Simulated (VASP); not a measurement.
The input files of a VASP run:

KPOINTS:
```
Automatic
0
G
 14 14 14
```

File POSCAR:
```
Al
2.9210580
  0.0000000000   0.7071068086   0.7071068086
  0.7071068086   0.0000000000   0.7071068086
  0.7071068086   0.7071068086   0.0000000000
Al
1
Cart
  0.0000000000   0.0000000000   0.0000000000
```

### INCAR
```
ISIF = 2   ! forces and stress, cell fixed
LCHARG = F
LREAL = F
ALGO = Normal   ! blocked Davidson
LASPH = T
GGA = PE
SYSTEM = Al
ISMEAR = 1   ! Methfessel-Paxton
SIGMA = 0.1
EDIFF = 1E-6   ! SCF stop (eV)
LWAVE = F
ENCUT = 400   ! plane-wave cut-off (eV)
NELM = 100   ! most electronic steps
PREC = Accurate
```

POTCAR, in this order: Al (PBE.64 set). Program: vasp_std.

### Question
Translate this PBE calculation to Ansatz.

### Answer
One equivalent input (not run):
Ansatz 0.2 input:
```yaml
crystal:
  lattice:
    - [0.0000000, 2.0655000, 2.0655000]
    - [2.0655000, 0.0000000, 2.0655000]
    - [2.0655000, 2.0655000, 0.0000000]
  atoms:
    - { symbol: Al, position: [0.0000000, 0.0000000, 0.0000000] }
kpoints:
  mp_grid: { grid: [14, 14, 14] }
hamiltonian:
  xc: pbe
  pseudopotentials: { kind: paw }
scf:
  occupations: { method: methfessel_paxton, width: 0.1 }
  max_iter: 100
output: { forces: true, stress: true, eigenvalues: true }
```
The two are equivalent in intent, not identical: each code has its own PAW files, so the cut-off isn't converted (ENCUT is set for VASP's; basis.ecutwfc is left out, and Ansatz then takes the one that its files recommend); Ansatz stops its SCF on the density residual and VASP on the energy change (EDIFF).

The compound is Al in the fcc structure. The cell was not relaxed at this level.
